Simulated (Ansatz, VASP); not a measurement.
# Hf2Bi2O: VASP beside Ansatz

```
Hf Bi O
1.0
     5.20614    0.00000    0.00000
    -2.60307    4.50865    0.00000
     0.00000    0.00000    5.43779
Hf Bi O
2 2 1
Direct
  0.33333 0.66667 0.23905
  0.33333 0.66667 0.76095
  0.66667 0.33333 0.00000
  0.00000 0.00000 0.00000
  0.00000 0.00000 0.50000
```

Change from the starting cell: species swapped into the La2Cu2I type (P-6m2, No. 187).

Alike in both runs: functional PBE; k mesh 6 × 6 × 2; occupations gaussian, width 0.1 eV; no spin polarisation.

Ansatz relaxed the structure, and its values are those at the end. VASP's run is a single point on that final structure, the one shown.

|  | VASP | Ansatz |
| --- | --- | --- |
| version | VASP 6.6.1 | Ansatz 0.2.0 |
| potentials or method | VASP PAW PBE potentials, release 64 (Hf_pv, Bi_d, O) | scalar-relativistic, plane waves, PAW |
| plane-wave cutoff (eV) | 520 | 420 |
| valence electrons in the cell | 56 | 88 |

```csv
,VASP,Ansatz,Ansatz less VASP
gap on the k mesh at the Fermi level (eV),none,none,-
pressure (GPa),0.0,0.2,+0.25
rms of the force components (eV/Å),0.017,0.011,-0.0056
```

A gap of «none» marks a metal or a gap that the smearing closes. The two sets of potentials don't hold the same shells in valence.

Caveats: the k mesh is coarse (spacing up to 0.58 Å⁻¹), so the values aren't converged; spin-orbit coupling is left out, which moves the levels of the heavy elements.
